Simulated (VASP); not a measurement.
```
CSi
1.0
    1.54703    -2.67954     0.00000
    1.54703     2.67954     0.00000
    0.00000     0.00000    10.12797
Si C
4 4
Cartesian
  0.00000   0.00000   0.00324
  0.00000   0.00000   5.06723
  1.54703  -0.89318   7.59879
  1.54703   0.89318   2.53481
  0.00000   0.00000   8.23260
  0.00000   0.00000   3.16861
  1.54703  -0.89318   5.69369
  1.54703   0.89318   0.62970
```

The numbers are results of PBE GGA, VASP's PBE PAW potentials (set 64) (plane waves; VASP), not measurements. Run with 520 eV cut-off, Gaussian smearing of 0.050 eV, potentials Si C.

**Question.** Estimate the band gap (along the path) with the smallest direct gap where there is one.

**Answer.** 
```
Quantity                                Value
------------------------------------  -------
band gap (along the path)             2.22 eV
smallest direct gap (along the path)  3.34 eV
```

Only differences to runs with the same potentials and settings are physical.

The compound is SiC in the 4h structure. It was relaxed first.
